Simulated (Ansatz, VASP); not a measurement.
One calculation of Mg6CrBi, two programs

File INCAR:

```
ALGO = Normal ; EDIFF = 1E-7
ENCUT = 520 ; GGA = PE
ISIF = 2 ; ISMEAR = -1
ISPIN = 2 ; LASPH = True
LCHARG = False ; LMAXMIX = 4
LORBIT = 11 ; LREAL = False
LWAVE = False ; MAGMOM = 0 3 0 0 0 0 0 0
NBANDS = 34 ; NELM = 100
PREC = Accurate ; SIGMA = 0.05
```

Contents of KPOINTS:

```
k-points
0
Gamma
  5 5 5
```

The input POSCAR:

```
Mg6CrBi
1.0
    5.2070840000      0.0000000000      0.0000000000
    0.0000000000      3.1696805000      5.5177210000
    0.0000000000     -3.1696805000      5.5177210000
Bi Cr Mg
1 1 6
Direct
    0.5046860000      0.6695730000      0.6655380000
    0.5012300000      0.1546170000      0.1714720000
    0.0050940000      0.8370880000      0.8416700000
   -0.0017170000      0.3276740000      0.3332510000
   -0.0033870000      0.3172290000      0.8336180000
    0.0001620000      0.8355120000      0.3248890000
    0.5024340000      0.1693010000      0.6683980000
    0.4942200000      0.6635510000      0.1676210000
```

Contents of input.yaml:

```yaml
crystal:
  lattice:
    - [5.207084, 0.0, 0.0]
    - [0.0, 3.1696805, 5.517721]
    - [0.0, -3.1696805, 5.517721]
  atoms:
    - { symbol: Bi, position: [0.504686, 0.669573, 0.665538] }
    - { symbol: Cr, position: [0.50123, 0.154617, 0.171472], spin: 3.0 }
    - { symbol: Mg, position: [0.005094, 0.837088, 0.84167] }
    - { symbol: Mg, position: [-0.001717, 0.327674, 0.333251] }
    - { symbol: Mg, position: [-0.003387, 0.317229, 0.833618] }
    - { symbol: Mg, position: [0.000162, 0.835512, 0.324889] }
    - { symbol: Mg, position: [0.502434, 0.169301, 0.668398] }
    - { symbol: Mg, position: [0.49422, 0.663551, 0.167621] }
hamiltonian:
  xc: pbe
  pseudopotentials: { kind: paw }
magnetization:
  spin_polarized: true
kpoints:
  mp_grid: { grid: [5, 5, 5] }
scf:
  occupations: { method: fermi_dirac, width: 0.05 }
output:
  forces: true
  stress: true
  eigenvalues: true
```

Change from the starting cell: atoms moved at random, drawn with an rms of 0.05 Å.

Alike in both runs: task single point; functional PBE; k mesh 5 × 5 × 5; occupations fermi-dirac, width 0.05 eV; collinear spin, ferromagnetic start.

|  | VASP | Ansatz |
| --- | --- | --- |
| version | VASP 6.6.1 | Ansatz 0.2.0 |
| potentials or method | VASP PAW PBE potentials, release 64 (Bi_d, Cr_pv, Mg) | Ansatz PAW |
| plane-wave cutoff (eV) | 520 | 420 |
| valence electrons in the cell | 39 | 89 |

Ansatz gave:

| Property | Result |
| --- | --- |
| gap on the k mesh at the Fermi level (eV) | none |
| pressure (GPa) | -0.3 |
| largest component of the traceless stress (GPa) | 0.82 |
| rms of the force components (eV/Å) | 0.111 |
| net moment per atom (μB) | 0.51 |
| size of the moment on the site where the two differ most (μB) | 3.89 |

Question: Estimate VASP's values.

Answer: gap on the k mesh at the Fermi level (eV): none; pressure (GPa): -0.4; largest component of the traceless stress (GPa): 0.82; rms of the force components (eV/Å): 0.110; net moment per atom (μB): 0.51; size of the moment on the site where the two differ most (μB): 3.74.

Site moments also hang on the region over which each program counts them. Atom by atom the forces differ by 0.001 eV/Å (rms over components). A gap of «none» marks a metal or a gap that the smearing closes. With one functional, cell and mesh, what is left measures potentials, basis and numerics. The two sets of potentials don't hold the same shells in valence.

Caveats: spin-orbit coupling is left out, which moves the levels of the heavy elements.
